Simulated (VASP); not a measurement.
**ZrSe2: stress against strain**

ZrSe2 (1T layered, P-3m1, 27.758 Å³/atom and stress up to 0.25 GPa in the relaxed cell, c along z) under an equal strain ε along x and y, with z held. PBE in VASP (plane waves, PAW), 480 eV, 10×10×6 Γ-centred mesh, Gaussian smearing 0.05 eV; ions are relaxed, or left where forces stay under 0.02 eV/Å, within the symmetry of each cell. Against the start cell, which lies near the measured one, the relaxed cell differs by 10.2 % in volume and 8.2 % in c; the values below rest on it. Stress is positive for a compressed cell.

Here s stands for strain and y for stress xx.

| strain (%) | stress xx (GPa) |
|---|---|
| -1.50 | 1.74 |
| -1.00 | 1.10 |
| -0.50 | 0.49 |
| 0.00 | -0.07 |
| 0.50 | -0.66 |
| 1.00 | -1.20 |
| 1.50 | -1.72 |
| 3.00 | ? |

### Question
Using a straight line, estimate the missing y at s = 3.00 from the other rows, showing the fit.

### Answer
Means: s 0, y -0.046. About the means, the sum of products is -8.0650 and the sum of squares of s is 7.0000; the slope is their ratio. Least squares gives y = -0.046 - 1.1521·s. Residuals (row less fit): 0.058, -0.006, -0.040, -0.024, -0.038, -0.002, 0.054; standard error 0.045 (degrees of freedom: 5). The slope gives the elastic constants C11 + C12 = 115 ± 2 GPa (± standard error of the fit, which holds the terms cut off). At the withheld row, y = -0.046 - 1.1521 × 3.0 = -3.502 GPa. The calculation gives -3.13 GPa, 0.372 GPa above the prediction (7.6 % of the range of y in the table). The row lies outside the fitted rows, so this is an extrapolation. From the scatter of the fitted rows alone, a prediction at this place has a standard error of 0.069 GPa, so the miss is 5.4 times that.

A polynomial of degree 2 through the 12 other runs of the series gives -3.14 there, so most of the miss is curvature that the fit leaves out. For ZrSe2: without a dispersion term in the relaxation, distances and binding between the weakly bound layers, chains or molecules are unreliable, and so is what depends on them. Rows are the converged runs of the series near zero and its far end, less any whose ions stayed unrelaxed beside relaxed ones; series whose fitted rows scatter by over a few per cent of the range, as at a crossing or softening among them, aren't shown in this form. Most that stay on the fit to the last digits aren't either.
